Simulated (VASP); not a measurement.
Runs of VASP 6.6.1 on Ge. The cell holds a sheet with vacuum, 2 atoms: a = 4.030 Å, b = 4.030 Å, c = 16.680 Å, α = 90.00°, β = 90.00°, γ = 120.00°. The cell was built by a generator and needn't be a form met in nature.

| task | level | spin | cell | k mesh | cutoff (eV) | dipole correction | grid for exact exchange (PRECFOCK) | screening parameter | gap on the mesh (eV) | largest force (eV/Å) | work function (eV) |
| --- | --- | --- | --- | --- | --- | --- | --- | --- | --- | --- | --- |
| relaxation of cell and atoms | r2SCAN+rVV10 | off | relaxed | 12 × 12 × 1 | 600 | no | - | - | none | - | - |
| work function | PBE | off | P-3m1, 114.42 Å³/atom | 12 × 12 × 1 | 520 | yes | - | - | none | 0.26 | 4.44 |
| work function | HSE06 | off | P-3m1, 114.42 Å³/atom | 6 × 6 × 1 | 520 | yes | Fast | 0.2 1/A | (a) | 0.07 | - |
| work function | PBE | non-collinear, zero start, SOC | P-3m1, 114.42 Å³/atom | 12 × 12 × 1 | 520 | yes | - | - | - | 0.26 | 4.44 |

Alike in all rows: potentials or basis VASP PAW PBE potentials, release 64 (Ge_d); smearing gaussian 0.03 eV.

Task: Estimate the missing entries.

Result: (a) 0.03.

Caveats: the PAW data sets were made with another functional, which shifts forces and pressure a little (some runs).

A k mesh can miss the band edges, and rows without SOC leave out spin-orbit coupling on Ge.

A gap of «none» marks a metal or a gap under the smearing width.
